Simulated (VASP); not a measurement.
Crystal: C.

```
C
1.0
     0.00000    1.78337    1.78337
     1.78337    0.00000    1.78337
     1.78337    1.78337    0.00000
C
2
Direct
  0.00000 0.00000 0.00000
  0.25000 0.25000 0.25000
```

This isn't the form of C at room conditions, which is graphite.

Program: VASP 6.6.1. Alike in all runs: task single point; level PBE; potentials or basis VASP PAW PBE potentials, release 64 (C); no spin polarisation; cell as given; smearing gaussian 0.02 eV. Hardware: 1 thread of Intel(R) Xeon(R) Platinum 8259CL CPU @ 2.50GHz (Skylake/Cascade Lake), with other jobs on the host.

Problem. Order these runs on this cell by their wall time, lowest first.
A. k mesh 10 × 10 × 10; cutoff (eV) 400
B. k mesh 12 × 12 × 12; cutoff (eV) 520
C. k mesh 22 × 22 × 22; cutoff (eV) 520

Solution. A (3.2 s), B (8.4 s), C (30 s).
